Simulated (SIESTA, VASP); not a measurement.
VASP input:

POSCAR:
```
Ir
1
    0.0000000000     1.9200000000     1.9200000000
    1.9200000000     0.0000000000     1.9200000000
    1.9200000000     1.9200000000     0.0000000000
Ir
1
Direct
  0.0000000000   0.0000000000   0.0000000000
```

### INCAR
```
SYSTEM = Ir
PREC = Accurate
ENCUT = 300
EDIFF = 1E-6
NELM = 100
ALGO = Normal
LREAL = .FALSE.
LASPH = .TRUE.
ISMEAR = -1
SIGMA = 0.1
GGA = PE
LMAXMIX = 6
LWAVE = .FALSE.
LCHARG = .FALSE.
ISIF = 2
LSORBIT = .TRUE.
LNONCOLLINEAR = .TRUE.
MAGMOM = 0.0 0.0 0.0
GGA_COMPAT = .FALSE.
LORBIT = 11
```

**KPOINTS**
```
Automatic mesh
0
G
10 10 10
```

POTCAR, in this order: Ir (PBE.64 set). Program: vasp_ncl.

Task: Translate it to SIESTA.

Result: One input that does it (GGA PBE with spin-orbit coupling, numerical atomic orbitals DZP, PseudoDojo PBE fully relativistic norm-conserving potentials (rewritten from UPF to PSML)):
```
# files in the folder: Ir.psml (PseudoDojo PBE fully relativistic)
SystemName  Ir
SystemLabel siesta

NumberOfAtoms                1
NumberOfSpecies              1
%block ChemicalSpeciesLabel
  1 77 Ir
%endblock ChemicalSpeciesLabel
LatticeConstant              1.0 Bohr
%block LatticeVectors
     0.000000000    3.628274159    3.628274159
     3.628274159    0.000000000    3.628274159
     3.628274159    3.628274159    0.000000000
%endblock LatticeVectors
AtomicCoordinatesFormat      Ang
%block AtomicCoordinatesAndAtomicSpecies
     0.000000000    0.000000000    0.000000000  1
%endblock AtomicCoordinatesAndAtomicSpecies

XC.functional                GGA
XC.authors                   PBE
PAO.BasisSize                DZP
PAO.EnergyShift              0.005 Ry
MeshCutoff                   350 Ry
%block kgrid.MonkhorstPack
   10   0   0  0.0
    0  10   0  0.0
    0   0  10  0.0
%endblock kgrid.MonkhorstPack
OccupationFunction           FD
ElectronicTemperature        100.0 meV
Spin                         spin-orbit
%block DM.InitSpin
  1 0.00 0.00 0.00
%endblock DM.InitSpin

MaxSCFIterations             150
SCF.Mixer.Method             Broyden
SCF.Mixer.Weight             0.2
SCF.Mixer.History            6
SCF.DM.Tolerance             1.0E-05
Diag.ParallelOverK           true
WriteForces                  true
Charge.Mulliken              end
```
The two runs describe the same crystal, functional and task. Each code takes its own potentials, basis and convergence tests.

The structure is a typed Ir crystal (Fm-3m). The cell was not relaxed at this level, and it may have been scaled.
